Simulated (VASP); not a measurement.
Level of theory: PBE GGA, VASP's PBE PAW potentials (set 64) (plane waves; VASP 6.6.1).

VASP input:

### POSCAR
```
NiSi2
1.0
  0.0000000000   2.6902320000   2.7503790000
  2.7133950000   0.0000000000   2.7503790000
  2.7133950000   2.6902320000   0.0000000000
Si Ni
2 1
Cart
  1.3566975000   1.3451160000   1.3751895000
  4.0700925000   4.0353480000   4.1255685000
  0.0668471992   0.0000000000  -0.0000000000
```

**KPOINTS**
```
Automatic
0
gamma
 9 9 9
```

**INCAR**
```
# general
SYSTEM   =  NiSi2
PREC     =  Accurate
ENCUT    =  400
LREAL    =  .False.
LASPH    =  .True.

# electronic loop
EDIFF    =  1E-6
NELM     =  100
ALGO     =  Normal
LMAXMIX  =  4

# smearing
ISMEAR   =  -1
SIGMA    =  0.3

# functional
GGA      =  PE

# ions
ISIF     =  2

# output
LWAVE    =  .False.
LCHARG   =  .False.
```

POTCAR, in this order: Si Ni (PBE.64 set). Program: vasp_std.

Output of the run:

File OUTCAR:
```
 ion  position               nearest neighbor table
   1  0.250  0.250  0.250-   3 2.32   3 2.32   3 2.39   3 2.39   2 2.69   2 2.69   2 2.71   2 2.71
                             2 2.75   2 2.75
   2  0.750  0.750  0.750-   3 2.32   3 2.32   3 2.39   3 2.39   1 2.69   1 2.69   1 2.71   1 2.71
                             1 2.75   1 2.75
   3  0.988  0.012  0.012-   2 2.32   1 2.32   1 2.32   2 2.32   2 2.39   1 2.39   1 2.39   2 2.39
  LATTYP: Found a face centered orthorhombic cell.
 ALAT       =     5.3804640000
 B/A-ratio  =     1.0086100381
 C/A-ratio  =     1.0223575513
 Subroutine PRICEL returns:
 Original cell was already a primitive cell.
 Subroutine GETGRP returns: Found  4 space group operations
The static configuration has the point symmetry C_2v.
The dynamic configuration has the point symmetry C_2v.
 Subroutine INISYM returns: Found  4 space group operations
 Subroutine IBZKPT returns following result:
 Found    125 irreducible k-points:

 Following reciprocal coordinates:
            Coordinates               Weight
  0.000000  0.000000  0.000000      1.000000
  0.111111 -0.000000  0.000000      8.000000
  0.222222  0.000000  0.000000      8.000000
  0.333333  0.000000  0.000000      8.000000
  0.444444  0.000000  0.000000      8.000000
  0.111111  0.111111  0.000000      2.000000
  0.222222  0.111111  0.000000      8.000000
  0.333333  0.111111  0.000000      8.000000
  0.444444  0.111111  0.000000      8.000000
 -0.444444  0.111111 -0.000000      8.000000
 -0.333333  0.111111 -0.000000      8.000000
 -0.222222  0.111111 -0.000000      8.000000
 -0.111111  0.111111 -0.000000      4.000000
  0.222222  0.222222  0.000000      2.000000
  0.333333  0.222222  0.000000      8.000000
  0.444444  0.222222  0.000000      8.000000
 -0.444444  0.222222 -0.000000      8.000000
 -0.333333  0.222222 -0.000000      8.000000
 -0.222222  0.222222 -0.000000      4.000000
...
```

### OSZICAR
```
       N       E                     dE             d eps       ncg     rms          rms(c)
DAV:   1     0.610813724763E+02    0.61081E+02   -0.67103E+03  3274   0.115E+03
DAV:   2    -0.159106521120E+02   -0.76992E+02   -0.72400E+02  3400   0.228E+02
DAV:   3    -0.193974672021E+02   -0.34868E+01   -0.33694E+01  4156   0.537E+01
DAV:   4    -0.194658454425E+02   -0.68378E-01   -0.68240E-01  3902   0.738E+00
DAV:   5    -0.194676812788E+02   -0.18358E-02   -0.18355E-02  4240   0.125E+00    0.162E+01
DAV:   6    -0.241299580854E+02   -0.46623E+01   -0.53950E+01  3486   0.181E+02    0.251E+01
DAV:   7    -0.175889873117E+02    0.65410E+01   -0.15905E+01  3895   0.114E+02    0.397E+00
DAV:   8    -0.175245484013E+02    0.64439E-01   -0.22352E+00  4768   0.253E+01    0.259E+00
DAV:   9    -0.174812283225E+02    0.43320E-01   -0.27574E-01  3907   0.108E+01    0.591E-01
DAV:  10    -0.174797094233E+02    0.15189E-02   -0.10675E-02  4424   0.216E+00    0.257E-01
DAV:  11    -0.174798183640E+02   -0.10894E-03   -0.97459E-04  3865   0.254E-01    0.435E-02
DAV:  12    -0.174798502942E+02   -0.31930E-04   -0.54763E-05  4583   0.133E-01    0.226E-02
DAV:  13    -0.174798499489E+02    0.34537E-06   -0.22534E-05  3942   0.997E-02    0.852E-03
DAV:  14    -0.174798500730E+02   -0.12416E-06   -0.20209E-06  3330   0.205E-02
   1 F= -.17479850E+02 E0= -.17346403E+02  d E =-.266894E+00
```

**OUTCAR**
```
------------------------ aborting loop because EDIFF is reached ----------------------------------------
  FORCE on cell =-STRESS in cart. coord.  units (eV):
  Direction    XX          YY          ZZ          XY          YZ          ZX
  --------------------------------------------------------------------------------------
  Total        0.3228369      0.5076409      0.1935836      0.0000000      0.0000000      0.0000000
  in kB       12.8815589     20.2554499      7.7242060      0.0000000      0.0000000      0.0000000
  external PRESSURE =      13.6204049 kB  Pullay stress =       0.0000000 kB
  volume of cell :       40.15
      direct lattice vectors                 reciprocal lattice vectors
     0.000000000  2.690232000  2.750379000    -0.184270996  0.185857577  0.181793127
     2.713395000  0.000000000  2.750379000     0.184270996 -0.185857577  0.181793127
     2.713395000  2.690232000  0.000000000     0.184270996  0.185857577 -0.181793127
 POSITION                                       TOTAL-FORCE (eV/Angst)
 -----------------------------------------------------------------------------------
      1.35670      1.34512      1.37519         0.311688     -0.000000     -0.000000
      4.07009      4.03535      4.12557         0.311688      0.000000      0.000000
      0.06685      2.69023      2.75038        -0.623376      0.000000      0.000000
 -----------------------------------------------------------------------------------
    total drift:                                0.000305     -0.000003     -0.000002
  FREE ENERGIE OF THE ION-ELECTRON SYSTEM (eV)
  ---------------------------------------------------
  free  energy   TOTEN  =       -17.4798500730 eV

  energy  without entropy=      -17.2129563252  energy(sigma->0) =      -17.34640320
```
(Selected blocks of OUTCAR.)

The compound is NiSi2 in the fluorite structure. The cell was not relaxed at this level, atoms are displaced from their ideal sites. The run is one of a series of settings (ISMEAR = -1, SIGMA = 0.3 against the base run), some of them coarse on purpose. The run is not spin-polarised, so no magnetic state was tried.
